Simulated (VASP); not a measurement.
Level of theory: r2SCAN meta-GGA, VASP's PBE PAW potentials (set 64) (plane waves; VASP).

Input for VASP

**KPOINTS_OPT**
```
k-points along high-symmetry lines
10
Line-mode
Reciprocal
  0.000000   0.000000   0.000000 ! GAMMA
 -0.500000  -0.500000   0.000000 ! X

 -0.500000  -0.500000   0.000000 ! X
 -0.375000  -0.375000   0.250000 ! U

 -0.375000   0.000000   0.375000 ! K
  0.000000   0.000000   0.000000 ! GAMMA

  0.000000   0.000000   0.000000 ! GAMMA
  0.000000   0.000000   0.500000 ! L

  0.000000   0.000000   0.500000 ! L
 -0.500000  -0.250000   0.250000 ! W

 -0.500000  -0.250000   0.250000 ! W
 -0.500000  -0.500000   0.000000 ! X
```

**INCAR**
```
LASPH  =  .TRUE.   # aspherical one-centre terms
LORBIT  =  11
ISIF  =  2   # forces and stress, cell fixed
NEDOS  =  601
LWAVE  =  .FALSE.
METAGGA  =  R2SCAN
LMAXMIX  =  4
LREAL  =  .FALSE.   # projection in real space or not
LMIXTAU  =  .TRUE.
PREC  =  Accurate
LCHARG  =  .FALSE.
EDIFF  =  1E-7   # SCF stop (eV)
SYSTEM  =  GaAs
ISMEAR  =  -5   # tetrahedra, Bloechl
NELM  =  100   # most electronic steps
ALGO  =  Normal   # blocked Davidson
ENCUT  =  520   # plane-wave cut-off (eV)
```

POSCAR:
```
GaAs
1
    0.0000000000     2.8342140342     2.8342140342
    2.8342140342     0.0000000000     2.8342140342
    2.8342140342     2.8342140342    -0.0000000000
Ga As
1 1
Direct
  0.0000000000   0.0000000000   0.0000000000
  0.2500000000   0.2500000000   0.2500000000
```

File KPOINTS:
```
Automatic mesh
0
G
9 9 9
```

POTCAR, in this order: Ga_d As (PBE.64 set). Program: vasp_std.

The resulting files:

**OSZICAR**
```
       N       E                     dE             d eps       ncg     rms          rms(c)
DAV:   1     0.670853414781E+02    0.67085E+02   -0.96402E+03   918   0.195E+03
DAV:   2    -0.220885524884E+02   -0.89174E+02   -0.86542E+02   990   0.352E+02
DAV:   3    -0.290114045984E+02   -0.69229E+01   -0.68842E+01  1115   0.793E+01
DAV:   4    -0.291353492042E+02   -0.12394E+00   -0.12390E+00  1055   0.119E+01
DAV:   5    -0.291373241474E+02   -0.19749E-02   -0.19748E-02  1088   0.135E+00    0.316E+00
DAV:   6    -0.270091265301E+02    0.21282E+01   -0.61087E-01  1090   0.173E+01    0.192E+00
DAV:   7    -0.271133333373E+02   -0.10421E+00   -0.35006E-01  1025   0.777E+00    0.902E-01
DAV:   8    -0.270269873799E+02    0.86346E-01   -0.13997E-01   945   0.522E+00    0.363E-01
DAV:   9    -0.269625880878E+02    0.64399E-01   -0.24259E-01   915   0.478E+00    0.219E-01
DAV:  10    -0.269633795860E+02   -0.79150E-03   -0.81416E-02   915   0.283E+00    0.737E-02
DAV:  11    -0.270527353221E+02   -0.89356E-01   -0.49842E-02   915   0.205E+00    0.618E-02
DAV:  12    -0.270509386964E+02    0.17966E-02   -0.11618E-03  1220   0.355E-01    0.309E-02
DAV:  13    -0.270545398811E+02   -0.36012E-02   -0.99333E-04   920   0.364E-01    0.162E-02
DAV:  14    -0.270551383320E+02   -0.59845E-03   -0.45757E-04   995   0.280E-01    0.676E-03
DAV:  15    -0.270552615933E+02   -0.12326E-03   -0.95115E-05   920   0.132E-01    0.755E-03
DAV:  16    -0.270552788646E+02   -0.17271E-04   -0.32930E-06  1170   0.212E-02    0.433E-03
DAV:  17    -0.270552803758E+02   -0.15113E-05   -0.45985E-07   975   0.791E-03    0.151E-03
DAV:  18    -0.270552860380E+02   -0.56622E-05   -0.22269E-06   920   0.186E-02    0.733E-04
DAV:  19    -0.270552860602E+02   -0.22248E-07   -0.45617E-08   715   0.318E-03
   1 F= -.27055286E+02 E0= -.27055286E+02  d E =0.000000E+00
       N       E                     dE             ncg
       N       E                     dE             ncg
```

File OUTCAR:
```
------------------------ aborting loop because EDIFF is reached ----------------------------------------
  FORCE on cell =-STRESS in cart. coord.  units (eV):
  Direction    XX          YY          ZZ          XY          YZ          ZX
  --------------------------------------------------------------------------------------
  Total        0.0106546      0.0106546      0.0106546     -0.0000000      0.0000000     -0.0000000
  in kB        0.3749026      0.3749026      0.3749026     -0.0000000      0.0000000     -0.0000000
  external PRESSURE =       0.3749026 kB  Pullay stress =       0.0000000 kB
  volume of cell :       45.53
      direct lattice vectors                 reciprocal lattice vectors
     0.000000000  2.834214034  2.834214034    -0.176415752  0.176415752  0.176415752
     2.834214034  0.000000000  2.834214034     0.176415752 -0.176415752  0.176415752
     2.834214034  2.834214034  0.000000000     0.176415752  0.176415752 -0.176415752
  FREE ENERGIE OF THE ION-ELECTRON SYSTEM (eV)
  ---------------------------------------------------
  free  energy   TOTEN  =       -27.0552860602 eV

  energy  without entropy=      -27.0552860602  energy(sigma->0) =      -27.05528606

 total charge

# of ion       s       p       d       tot
------------------------------------------
    1        0.848   0.788   9.997  11.633
    2        1.204   1.634   0.032   2.869
--------------------------------------------------
tot          2.051   2.421  10.029  14.502
```
(Selected blocks of OUTCAR.)

The compound is GaAs in the zinc blende structure. It was relaxed first.
